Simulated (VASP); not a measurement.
Level of theory: PBEsol GGA, VASP's PBE PAW potentials (set 64) (plane waves; VASP).

A VASP calculation is set up with these files.

**KPOINTS**
```
Automatic mesh
0
Gamma
8 8 8
0 0 0
```

**INCAR**
```
! general
SYSTEM  = PbTe
PREC    = Accurate
ENCUT   = 500   ! plane-wave cut-off (eV)
LREAL   = .FALSE.   ! projection in real space or not
LASPH   = .TRUE.

! electronic loop
EDIFF   = 1E-6
NELM    = 100   ! most electronic steps
ALGO    = Normal
LMAXMIX = 4   ! l cut-off of mixed one-centre charges

! smearing
ISMEAR  = 0   ! Gaussian
SIGMA   = 0.05

! functional
GGA     = PS   ! PBEsol

! ions
IBRION  = 2   ! conjugate gradients
NSW     = 40   ! most ionic steps
ISIF    = 3   ! ions, shape and volume
EDIFFG  = -0.02
PSTRESS = 100   ! kbar

! output
LWAVE   = .FALSE.
LCHARG  = .FALSE.
```

POSCAR:
```
PbTe
1
    0.0000000000     3.0578682111     3.0578682111
    3.0578682111    -0.0000000000     3.0578682111
    3.0578682111     3.0578682111     0.0000000000
Pb Te
1 1
Direct
  0.0000000000   0.0000000000   0.0000000000
  0.5000000000   0.5000000000   0.5000000000
```

POTCAR, in this order: Pb_d Te (PBE.64 set). Program: vasp_std.

The run wrote:

File OSZICAR:
```
       N       E                     dE             d eps       ncg     rms          rms(c)
DAV:   1     0.151033225354E+03    0.15103E+03   -0.91319E+03   812   0.137E+03
DAV:   2     0.254375115890E+01   -0.14849E+03   -0.14520E+03   860   0.345E+02
DAV:   3    -0.781141641857E+01   -0.10355E+02   -0.10054E+02  1058   0.969E+01
DAV:   4    -0.806215764859E+01   -0.25074E+00   -0.25057E+00   998   0.169E+01
DAV:   5    -0.807162225818E+01   -0.94646E-02   -0.94643E-02  1114   0.308E+00    0.521E+00
DAV:   6    -0.800185676936E+01    0.69765E-01   -0.14091E-01  1148   0.401E+00    0.327E+00
DAV:   7    -0.799570719464E+01    0.61496E-02   -0.65281E-02  1064   0.193E+00    0.786E-01
DAV:   8    -0.799490761730E+01    0.79958E-03   -0.91163E-03  1000   0.114E+00    0.204E-01
DAV:   9    -0.799497132844E+01   -0.63711E-04   -0.50435E-04  1042   0.276E-01    0.253E-02
DAV:  10    -0.799496816841E+01    0.31600E-05   -0.36349E-05  1048   0.710E-02    0.133E-02
DAV:  11    -0.799496921915E+01   -0.10507E-05   -0.13858E-05  1068   0.459E-02    0.133E-02
DAV:  12    -0.799496899735E+01    0.22180E-06   -0.90614E-07   538   0.111E-02
   1 F= -.44257294E+01 E0= -.44257282E+01  d E =-.442573E+01
```

File OUTCAR:
```
------------------------ aborting loop because EDIFF is reached ----------------------------------------
  FORCE on cell =-STRESS in cart. coord.  units (eV):
  Direction    XX          YY          ZZ          XY          YZ          ZX
  --------------------------------------------------------------------------------------
  Total        3.5707969      3.5707969      3.5707969      0.0000000      0.0000000      0.0000000
  in kB      100.0436303    100.0436303    100.0436303      0.0000000      0.0000000      0.0000000
  external PRESSURE =       0.0436303 kB  Pullay stress =     100.0000000 kB
  volume of cell :       57.19
      direct lattice vectors                 reciprocal lattice vectors
     0.000000000  3.057868211  3.057868211    -0.163512606  0.163512606  0.163512606
     3.057868211  0.000000000  3.057868211     0.163512606 -0.163512606  0.163512606
     3.057868211  3.057868211  0.000000000     0.163512606  0.163512606 -0.163512606
  FREE ENERGIE OF THE ION-ELECTRON SYSTEM (eV)
  ---------------------------------------------------
  free  energy   TOTEN  =        -7.9949689973 eV

  energy  without entropy=       -7.9949667029  energy(sigma->0) =       -7.99496785
  enthalpy is  TOTEN    =        -4.4257293735 eV   P V=        3.5692396239

 reached required accuracy - stopping structural energy minimisation
```
(Selected blocks of OUTCAR.)

### OUTCAR
```
 val. band max:        7.8705732729   @ k =   0.5000   0.0000   0.0000

 cond. band min:       8.0998773289   @ k =   0.5000   0.0000   0.0000


 Fermi energy:         7.9852253077

 k-point     1 :       0.0000    0.0000    0.0000
  band No.  band energies     occupation
      1      -9.2239      2.00000
      2      -9.2239      2.00000
      3      -9.1970      2.00000
      4      -9.1970      2.00000
      5      -9.1970      2.00000
      6      -5.7824      2.00000
      7       2.6491      2.00000
      8       5.7696      2.00000
      9       5.7696      2.00000
     10       5.7696      2.00000
     11      11.9864      0.00000
     12      11.9864      0.00000
     13      11.9864      0.00000
     14      13.1343      0.00000

 k-point     2 :       0.1250    0.0000    0.0000
  band No.  band energies     occupation
      1      -9.2281      2.00000
      2      -9.2281      2.00000
      3      -9.1967      2.00000
      4      -9.1928      2.00000
      5      -9.1928      2.00000
      6      -5.6149      2.00000
      7       1.8665      2.00000
      8       5.8204      2.00000
      9       5.8204      2.00000
     10       6.2868      2.00000
     11      11.0418      0.00000
     12      11.2233      0.00000
     13      11.2233      0.00000
     14      12.9010      0.00000

 k-point     3 :       0.2500    0.0000    0.0000
  band No.  band energies     occupation
      1      -9.2400      2.00000
      2      -9.2400      2.00000
      3      -9.1963      2.00000
      4      -9.1810      2.00000
      5      -9.1810      2.00000
      6      -5.1255      2.00000
      7       0.3823      2.00000
      8       5.9797      2.00000
      9       5.9797      2.00000
     10       7.0018      2.00000
     11       9.7268      0.00000
     12       9.9832      0.00000
     13       9.9832      0.00000
     14      13.3137      0.00000

 k-point     4 :       0.3750    0.0000    0.0000
  band No.  band energies     occupation
...
```

Unless said otherwise, spin-orbit coupling is left out, though it shifts the bands of the heavy elements here.

The structure was generated: PbTe was put into the rock salt type (Fm-3m), which need not be its known phase. It was relaxed first under an external pressure of 10 GPa.
